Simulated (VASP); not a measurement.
# 1T-SnSe2 monolayer and its bilayer, part 3 of 5

Aim: relax 1T-SnSe2 monolayer, place its levels against the vacuum, then find how two sheets stack and bind.

VASP 6.6.1, plane waves and PAW; the level of theory is named at each step.

So far. Step 6 (The slab in a field, field 0.1): Energy at zero smearing: -6.04506 eV.

## Step 7: With spin-orbit coupling

This step: optB86b-vdW, spin-orbit coupling; plane waves and PAW (Sn, Se) (VASP 6.6.1).

For heavy elements spin-orbit coupling shifts the highest filled levels.

File INCAR:

```
SYSTEM = SnSe2
PREC = Normal
ENCUT = 350
EDIFF = 1E-06
NELM = 120
ISMEAR = 0
SIGMA = 0.03
LREAL = .FALSE.
ALGO = Fast
GGA = MK
AGGAC = 0
LUSE_VDW = .TRUE.
PARAM1 = 0.1234
PARAM2 = 1
LASPH = .TRUE.
LNONCOLLINEAR = .TRUE.
MAGMOM = 0 0 0 0 0 0 0 0 0
NBANDS = 28
GGA_COMPAT = .FALSE.
LSORBIT = .TRUE.
LWAVE = .FALSE.
LCHARG = .FALSE.
KPAR = 4
IDIPOL = 3
LDIPOL = .TRUE.
DIPOL = 0.5 0.5 0.5
```

File POSCAR:

```
SnSe2
1.0
    3.8295151334      0.0000000000      0.0000000000
   -1.9147575667      3.3164573897      0.0000000000
    0.0000000000      0.0000000000     22.0000000000
Sn Se
1 2
Direct
    0.0000000000      0.0000000000      0.5000000000
    0.3333333333      0.6666666667      0.4270917556
    0.6666666667      0.3333333333      0.5729082444
```

File KPOINTS:

```
Automatic mesh
0
Gamma
9 9 1
0 0 0
```

File KPOINTS_OPT:

```
Line mode
14
Line-mode
Reciprocal
  0.00000000   0.00000000   0.00000000 GAMMA
  0.50000000   0.00000000   0.00000000 M

  0.50000000   0.00000000   0.00000000 M
  0.33333333   0.33333333   0.00000000 K

  0.33333333   0.33333333   0.00000000 K
  0.00000000   0.00000000   0.00000000 GAMMA
```

The projector-augmented-wave data sets are Sn and Se (PBE family, release 64).

On the command line:

```console
$ mpirun -np 4 vasp_ncl
```

Output:

```text
[... set-up lines as in an earlier step ...]
 entering main loop
       N       E                     dE             d eps       ncg     rms          rms(c)
DAV:   1     0.104611467012E+03    0.10461E+03   -0.37964E+03   680   0.581E+02
DAV:   2     0.855365621033E+01   -0.96058E+02   -0.90774E+02  1056   0.128E+02
DAV:   3    -0.598508691679E+01   -0.14539E+02   -0.14328E+02   836   0.564E+01
DAV:   4    -0.641079025501E+01   -0.42570E+00   -0.42330E+00   928   0.117E+01
DAV:   5    -0.641796837515E+01   -0.71781E-02   -0.71731E-02   872   0.148E+00    0.473E+00
RMM:   6    -0.615591574017E+01    0.26205E+00   -0.29882E-01   729   0.240E+00    0.288E+00
RMM:   7    -0.612287157636E+01    0.33044E-01   -0.19893E-01   765   0.208E+00    0.100E+00
RMM:   8    -0.611905386055E+01    0.38177E-02   -0.11849E-02   843   0.684E-01    0.413E-01
RMM:   9    -0.611700995458E+01    0.20439E-02   -0.61878E-03   839   0.406E-01    0.905E-02
RMM:  10    -0.611676168013E+01    0.24827E-03   -0.67107E-04   855   0.170E-01    0.349E-02
RMM:  11    -0.611669630466E+01    0.65375E-04   -0.27787E-04   867   0.104E-01    0.173E-02
RMM:  12    -0.611670924501E+01   -0.12940E-04   -0.58547E-05   880   0.458E-02    0.104E-02
RMM:  13    -0.611674894428E+01   -0.39699E-04   -0.22188E-05   899   0.243E-02    0.431E-03
RMM:  14    -0.611678955433E+01   -0.40610E-04   -0.55886E-06   860   0.121E-02    0.239E-03
RMM:  15    -0.611689348133E+01   -0.10393E-03   -0.20725E-05   890   0.162E-02    0.362E-03
RMM:  16    -0.611689870613E+01   -0.52248E-05   -0.39023E-06   805   0.692E-03    0.219E-03
RMM:  17    -0.611689774079E+01    0.96534E-06   -0.15176E-06   758   0.464E-03
   1 F= -.61168977E+01 E0= -.61168977E+01  d E =-.409667E-19  mag=    -0.0000    -0.0000    -0.0000
 Start KPOINTS_OPT (optional k-point list driver)
k-point batch [1-12\42]
       N       E                     dE             ncg
DAV:   1    -0.378080994907E+03   -0.20360E+04      688
DAV:   2    -0.140337535323E+04   -0.10253E+04     1048
DAV:   3    -0.157386465155E+04   -0.17049E+03      836
DAV:   4    -0.157910987889E+04   -0.52452E+01      952
DAV:   5    -0.157922786036E+04   -0.11798E+00      860
DAV:   6    -0.157923093807E+04   -0.30777E-02      904
DAV:   7    -0.157923104047E+04   -0.10240E-03      908
DAV:   8    -0.157923104507E+04   -0.45967E-05      812
DAV:   9    -0.157923104533E+04   -0.25835E-06      720
[...]
k-point batch [37-42\42]
       N       E                     dE             ncg
DAV:   1     0.168901111279E+04   -0.40557E+03      344
DAV:   2     0.120184196575E+04   -0.48717E+03      512
DAV:   3     0.111649735095E+04   -0.85345E+02      436
DAV:   4     0.111398080847E+04   -0.25165E+01      480
DAV:   5     0.111391687194E+04   -0.63937E-01      432
DAV:   6     0.111391462966E+04   -0.22423E-02      440
DAV:   7     0.111391456923E+04   -0.60430E-04      444
DAV:   8     0.111391456666E+04   -0.25667E-05      412
DAV:   9     0.111391456654E+04   -0.12211E-06      332
```

Elapsed: 86 s, on 4 MPI ranks of AMD EPYC 9R45, shared host; peak memory 2.6 GiB.

Parts of OUTCAR (step 7):

```text
   k-points           NKPTS =     12   k-points in BZ     NKDIM =     12   number of bands    NBANDS=     28

   NELECT =      16.0000    total number of electrons

 E-fermi :  -3.3225

 k-point     1 :       0.0000    0.0000    0.0000
  band No.  band energies     occupation
    ...
     12      -3.8586      1.00000
     13      -3.7855      1.00000
     14      -3.7855      1.00000
     15      -3.5029      1.00000
     16      -3.5029      1.00000
     17      -2.0476      0.00000
     18      -2.0476      0.00000
     19      -0.4972      0.00000
     20      -0.4972      0.00000
     21       0.8212      0.00000
    ...

Total vdW correction in eV:      4.1888881

  Total        0.0366518      0.0366518      0.0029727     -0.0000000      0.0000000      0.0000000
  in kB        0.2101674      0.2101674      0.0170461     -0.0000000      0.0000000      0.0000000
  external PRESSURE =       0.1457936 kB  Pullay stress =       0.0000000 kB

 POSITION                                       TOTAL-FORCE (eV/Angst)
 -----------------------------------------------------------------------------------
      0.00000      0.00000     11.00000         0.000000      0.000000      0.000000
     -0.00000      2.21097      9.39602         0.000000     -0.000000     -0.007252
      1.91476      1.10549     12.60398        -0.000000      0.000000      0.007252
 -----------------------------------------------------------------------------------
    total drift:                                0.000000     -0.000000     -0.000000

  FREE ENERGIE OF THE ION-ELECTRON SYSTEM (eV)
  ---------------------------------------------------
  free  energy   TOTEN  =        -6.1168977408 eV

  energy  without entropy=       -6.1168977408  energy(sigma->0) =       -6.11689774

Total vdW correction in eV:      4.1889411

 vacuum level on the upper side and lower side of the slab         2.482         2.482

 Spin-Orbit-Coupling matrix elements
 Ion:    1  E_soc:     -0.0544684
 Ion:    2  E_soc:     -0.0469351
 Ion:    3  E_soc:     -0.0469351

[... 8 parts as in an earlier step ...]

[... 8 further parts left out ...]
```

This step gave:

- electronic steps: 17
- free energy (TOTEN): -6.117 eV
- Fermi energy: -3.322 eV
- least gap on mesh and path: 0.6757 eV
- least direct gap on mesh and path: 1.061 eV
- dipole moment: 0, 0, 0 e·Å

On-site spin-orbit energy by atom:

```tsv
atom	on-site spin-orbit energy (eV)
Sn1	-0.0545
Se2	-0.0469
Se3	-0.0469
```

The electronic bands at the labelled points (eV, zero at the valence-band top; v1 is the highest filled band, c1 the lowest empty one):

```tsv
point	v4	v3	v2	v1	c1	c2	c3	c4
Γ	-0.28	-0.28	0.00	0.00	1.46	1.46	3.01	3.01
0.54 of the way	-0.93	-0.93	-0.19	-0.19	1.60	1.60	3.96	3.96
M	-0.87	-0.87	-0.38	-0.38	0.68	0.68	3.97	3.97
0.54 of the way	-1.02	-1.02	-0.77	-0.77	1.47	1.47	4.91	4.91
K	-0.98	-0.98	-0.91	-0.91	1.67	1.67	4.99	4.99
0.54 of the way	-0.90	-0.90	-0.57	-0.57	2.10	2.10	4.45	4.45
Γ	-0.28	-0.28	0.00	0.00	1.46	1.46	3.01	3.01
```

The path shows an indirect gap of 0.68 eV (valence top at Γ, conduction bottom at M). The least direct gap is 1.06 eV.

## Step 8: A rigid stacking

This step: optB86b-vdW; plane waves and PAW (Sn, Se) (VASP 6.6.1).

System of this step: bilayer of 1T-SnSe2 monolayer. The cell holds 6 atoms: 2 Sn and 4 Se. Cell: a = 3.830 Å, b = 3.830 Å, c = 26.516 Å, α = 90.0°, β = 90.0°, γ = 120.0°. upper sheet same orientation, shifted by (0.00, 0.00). Vacuum lies along c.

Two rigid sheets are set at a typed distance in several high-symmetry stackings, to find where to start. The upper sheet is shifted or turned in the plane and never flipped over.

File INCAR:

```
SYSTEM = SnSe2
PREC = Normal
ENCUT = 350
EDIFF = 1E-05
NELM = 120
ISMEAR = 0
SIGMA = 0.03
LREAL = .FALSE.
ALGO = Fast
GGA = MK
AGGAC = 0
LUSE_VDW = .TRUE.
PARAM1 = 0.1234
PARAM2 = 1
LASPH = .TRUE.
NBANDS = 22
LORBIT = 11
LWAVE = .FALSE.
LCHARG = .FALSE.
KPAR = 4
IDIPOL = 3
LDIPOL = .TRUE.
DIPOL = 0.5 0.5 0.5
```

File POSCAR:

```
SnSe2
1.0
    3.8295151334      0.0000000000      0.0000000000
   -1.9147575667      3.3164573897      0.0000000000
    0.0000000000      0.0000000000     26.5159255072
Sn Se
2 4
Direct
    0.0000000000      0.0000000000      0.3810533200
    0.0000000000      0.0000000000      0.6189466800
    0.3333333300      0.6666666700      0.3205620700
    0.6666666700      0.3333333300      0.4415445600
    0.3333333300      0.6666666700      0.5584554400
    0.6666666700      0.3333333300      0.6794379300
```

KPOINTS is that of step 7.

On the command line:

```console
$ mpirun -np 4 vasp_std
```

Output:

```text
[banner, memory and clock lines left out]
running    4 mpi-ranks, on    1 nodes
 distrk:  each k-point on    1 cores,    4 groups
 distr:  one band on    1 cores,    1 groups

 POSCAR found type information on POSCAR SnSe
 POSCAR found :  2 types and       6 ions
 [... a notice as in an earlier step ...]

 [... a notice as in an earlier step ...]

 LDA part: xc-table for (Slater+PW92), standard interpolation
 POSCAR, INCAR and KPOINTS ok, starting setup
 FFT: planning ... GRIDC
 FFT: planning ... GRID_SOFT
 FFT: planning ... GRID
 WAVECAR not read
 entering main loop
       N       E                     dE             d eps       ncg     rms          rms(c)
DAV:   1     0.208468270713E+03    0.20847E+03   -0.88113E+03   528   0.798E+02
DAV:   2     0.114957534975E+02   -0.19697E+03   -0.18998E+03   794   0.169E+02
DAV:   3    -0.122371543295E+02   -0.23733E+02   -0.23398E+02   648   0.669E+01
DAV:   4    -0.129217989256E+02   -0.68464E+00   -0.68163E+00   712   0.132E+01
DAV:   5    -0.129405398510E+02   -0.18741E-01   -0.18732E-01   660   0.205E+00    0.668E+00
RMM:   6    -0.124209939432E+02    0.51955E+00   -0.76445E-01   538   0.319E+00    0.407E+00
RMM:   7    -0.123749435272E+02    0.46050E-01   -0.73990E-01   576   0.316E+00    0.936E-01
RMM:   8    -0.123497322215E+02    0.25211E-01   -0.88166E-02   594   0.138E+00    0.178E-01
RMM:   9    -0.123505595269E+02   -0.82731E-03   -0.10814E-02   660   0.523E-01    0.910E-02
RMM:  10    -0.123506152402E+02   -0.55713E-04   -0.24288E-03   681   0.221E-01    0.381E-02
RMM:  11    -0.123506337467E+02   -0.18506E-04   -0.49572E-04   660   0.110E-01    0.151E-02
RMM:  12    -0.123506747713E+02   -0.41025E-04   -0.12043E-04   636   0.511E-02    0.784E-03
RMM:  13    -0.123507248754E+02   -0.50104E-04   -0.23644E-05   458   0.244E-02    0.232E-03
RMM:  14    -0.123507807317E+02   -0.55856E-04   -0.95211E-06   436   0.134E-02    0.107E-03
RMM:  15    -0.123508243859E+02   -0.43654E-04   -0.16050E-05   461   0.120E-02    0.209E-03
RMM:  16    -0.123508277024E+02   -0.33165E-05   -0.27689E-06   322   0.629E-03
   1 F= -.12350828E+02 E0= -.12350828E+02  d E =-.139010E-14
```

It took 39 s on 4 MPI ranks; peak memory 1.7 GiB; 2.2 min of CPU time.

From OUTCAR (step 8):

```text
   k-points           NKPTS =     12   k-points in BZ     NKDIM =     12   number of bands    NBANDS=     22

   ENCUT  =  350.0 eV  25.72 Ry    5.07 a.u.   5.84  5.84 40.45*2*pi/ulx,y,z

   NELECT =      32.0000    total number of electrons

 E-fermi :  -1.7072

 k-point     1 :       0.0000    0.0000    0.0000
  band No.  band energies     occupation
    ...
     12      -2.3488      2.00000
     13      -2.0203      2.00000
     14      -2.0203      2.00000
     15      -1.9475      2.00000
     16      -1.9475      2.00000
     17      -0.6365      0.00000
     18       0.1257      0.00000
     19       1.1880      0.00000
     20       1.2635      0.00000
     21       2.6097      0.00000
    ...

Total vdW correction in eV:      7.9579241

  Total        0.2839264      0.2839264     -0.1307642      0.0000000      0.0000000      0.0000000
  in kB        1.3508008      1.3508008     -0.6221204      0.0000000      0.0000000      0.0000000
  external PRESSURE =       0.6931604 kB  Pullay stress =       0.0000000 kB

 POSITION                                       TOTAL-FORCE (eV/Angst)
 -----------------------------------------------------------------------------------
      0.00000      0.00000     10.10398         0.000000      0.000000     -0.015835
      0.00000      0.00000     16.41194         0.000000     -0.000000      0.015835
     -0.00000      2.21097      8.50000        -0.000000      0.000000     -0.001794
      1.91476      1.10549     11.70796        -0.000000     -0.000000      0.070977
     -0.00000      2.21097     14.80796         0.000000      0.000000     -0.070977
      1.91476      1.10549     18.01593         0.000000     -0.000000      0.001794
 -----------------------------------------------------------------------------------
    total drift:                               -0.000000     -0.000000      0.000000

  FREE ENERGIE OF THE ION-ELECTRON SYSTEM (eV)
  ---------------------------------------------------
  free  energy   TOTEN  =       -12.3508277024 eV

  energy  without entropy=      -12.3508277024  energy(sigma->0) =      -12.35082770

Total vdW correction in eV:      7.9579370

 vacuum level on the upper side and lower side of the slab         3.422         3.422

[... 2 parts as in an earlier step ...]

[... 14 further parts left out ...]
```

This step gave:

- electronic steps: 16
- electrons: 32
- free energy (TOTEN): -12.35 eV
- Fermi energy: -1.707 eV
- gap on the k-mesh: 0.6572 eV
- least direct gap on the k-mesh: 0.9520 eV

Force by atom:

```tsv
atom	x (eV/Å)	y (eV/Å)	z (eV/Å)	size
Sn1	0.0000	0.0000	-0.0158	0.0158
Sn2	0.0000	0.0000	0.0158	0.0158
Se3	0.0000	0.0000	-0.0018	0.0018
Se4	0.0000	0.0000	0.0710	0.0710
Se5	0.0000	0.0000	-0.0710	0.0710
Se6	0.0000	0.0000	0.0018	0.0018
```

Energy at zero smearing: -12.35083 eV.

## Step 9: A rigid stacking

INCAR is that of step 8.

File POSCAR:

```
SnSe2
1.0
    3.8295151334      0.0000000000      0.0000000000
   -1.9147575667      3.3164573897      0.0000000000
    0.0000000000      0.0000000000     26.5159255072
Sn Se
2 4
Direct
    0.0000000000      0.0000000000      0.3810533200
    0.3333333300      0.6666666700      0.6189466800
    0.3333333300      0.6666666700      0.3205620700
    0.6666666700      0.3333333300      0.4415445600
    0.6666666700      0.3333333300      0.5584554400
    0.0000000000      1.0000000000      0.6794379300
```

KPOINTS is that of step 8.

On the command line:

```console
$ mpirun -np 4 vasp_std
```

Output:

```text
[... set-up lines as in an earlier step ...]
 entering main loop
       N       E                     dE             d eps       ncg     rms          rms(c)
DAV:   1     0.211300964760E+03    0.21130E+03   -0.88003E+03   528   0.798E+02
DAV:   2     0.116757981201E+02   -0.19963E+03   -0.19296E+03   826   0.168E+02
DAV:   3    -0.119979108699E+02   -0.23674E+02   -0.23242E+02   630   0.669E+01
DAV:   4    -0.126953948327E+02   -0.69748E+00   -0.69484E+00   728   0.132E+01
[...]
RMM:  14    -0.121250011552E+02   -0.46473E-04   -0.83795E-06   428   0.131E-02    0.117E-03
RMM:  15    -0.121250676360E+02   -0.66481E-04   -0.25632E-05   476   0.141E-02    0.316E-03
RMM:  16    -0.121250702912E+02   -0.26552E-05   -0.20829E-06   321   0.598E-03
   1 F= -.12125070E+02 E0= -.12125070E+02  d E =-.264043E-18
```

Wall time 39 s (4 MPI ranks); peak memory 1.7 GiB.

Parts of OUTCAR (step 9):

```text
  Total        0.2264535      0.2264535      2.7550911     -0.0000000      0.0000000      0.0000000
  in kB        1.0773694      1.0773694     13.1075506     -0.0000000      0.0000000      0.0000000
  external PRESSURE =       5.0874298 kB  Pullay stress =       0.0000000 kB

 POSITION                                       TOTAL-FORCE (eV/Angst)
 -----------------------------------------------------------------------------------
      0.00000      0.00000     10.10398         0.000000      0.000000     -0.183399
     -0.00000      2.21097     16.41194        -0.000000     -0.000000      0.183399
     -0.00000      2.21097      8.50000        -0.000000      0.000000     -0.074597
      1.91476      1.10549     11.70796         0.000000     -0.000000     -0.296382
      1.91476      1.10549     14.80796        -0.000000      0.000000      0.296382
      0.00000      0.00000     18.01593         0.000000     -0.000000      0.074597
 -----------------------------------------------------------------------------------
    total drift:                               -0.000007      0.000004     -0.000003

  FREE ENERGIE OF THE ION-ELECTRON SYSTEM (eV)
  ---------------------------------------------------
  free  energy   TOTEN  =       -12.1250702912 eV

  energy  without entropy=      -12.1250702912  energy(sigma->0) =      -12.12507029

[... 2 parts as in an earlier step ...]

[... 1 further part left out ...]
[key lines of the parts left out:]
E-fermi :  -1.6586
```

Energy at zero smearing: -12.12507 eV.

## Step 10: A rigid stacking

INCAR is that of step 9.

File POSCAR:

```
SnSe2
1.0
    3.8295151334      0.0000000000      0.0000000000
   -1.9147575667      3.3164573897      0.0000000000
    0.0000000000      0.0000000000     26.5159255072
Sn Se
2 4
Direct
    0.0000000000      0.0000000000      0.3810533200
    0.6666666700      0.3333333300      0.6189466800
    0.3333333300      0.6666666700      0.3205620700
    0.6666666700      0.3333333300      0.4415445600
    1.0000000000      0.0000000000      0.5584554400
    0.3333333300      0.6666666700      0.6794379300
```

KPOINTS is that of step 9.

On the command line:

```console
$ mpirun -np 4 vasp_std
```

Output:

```text
[... set-up lines as in an earlier step ...]
 entering main loop
       N       E                     dE             d eps       ncg     rms          rms(c)
DAV:   1     0.210053901576E+03    0.21005E+03   -0.88077E+03   528   0.798E+02
DAV:   2     0.120261250622E+02   -0.19803E+03   -0.19208E+03   822   0.169E+02
DAV:   3    -0.121894008818E+02   -0.24216E+02   -0.23923E+02   636   0.677E+01
DAV:   4    -0.129071556889E+02   -0.71775E+00   -0.71586E+00   736   0.134E+01
[...]
RMM:  14    -0.123219137773E+02   -0.47189E-04   -0.93440E-06   435   0.134E-02    0.928E-04
RMM:  15    -0.123219637795E+02   -0.50002E-04   -0.19336E-05   470   0.132E-02    0.205E-03
RMM:  16    -0.123219665816E+02   -0.28021E-05   -0.35869E-06   342   0.689E-03
   1 F= -.12321967E+02 E0= -.12321967E+02  d E =-.276668E-13
```

Run time: 39 s. Hardware: 4 MPI ranks; peak memory 1.7 GiB; 2.3 min of CPU time.

Parts of OUTCAR (step 10):

```text
  Total        0.2680444      0.2680444      0.0283432      0.0000000      0.0000000      0.0000000
  in kB        1.2752413      1.2752413      0.1348450      0.0000000      0.0000000      0.0000000
  external PRESSURE =       0.8951092 kB  Pullay stress =       0.0000000 kB

 POSITION                                       TOTAL-FORCE (eV/Angst)
 -----------------------------------------------------------------------------------
      0.00000      0.00000     10.10398         0.000000     -0.000000     -0.022172
      1.91476      1.10549     16.41194        -0.000000     -0.000000      0.022172
     -0.00000      2.21097      8.50000         0.000000     -0.000000      0.006125
      1.91476      1.10549     11.70796        -0.000000      0.000000      0.006852
      0.00000      0.00000     14.80796         0.000000     -0.000000     -0.006852
     -0.00000      2.21097     18.01593        -0.000000      0.000000     -0.006125
 -----------------------------------------------------------------------------------
    total drift:                                0.000007     -0.000004      0.000003

  FREE ENERGIE OF THE ION-ELECTRON SYSTEM (eV)
  ---------------------------------------------------
  free  energy   TOTEN  =       -12.3219665816 eV

  energy  without entropy=      -12.3219665816  energy(sigma->0) =      -12.32196658

[... 2 parts as in an earlier step ...]

[... 1 further part left out ...]
[key lines of the parts left out:]
E-fermi :  -1.7109
```

Energy at zero smearing: -12.32197 eV.

(Part 3 of 5 ends here.)

[Lines on the potential files, build, host, timing and source positions are cut from VASP's logs without a mark.]

[Logs are printed without paths, hosts, clocks, repeated set-up lines and the standing remarks that a program may print on its own settings, such as how far it seeks lower states.]

[Hosts, paths, dates, database ids (printed as entryN), source tags and the programs' standing remarks are cut or masked in the printed files.]

[Runs that stopped without an error message from VASP are left out.]
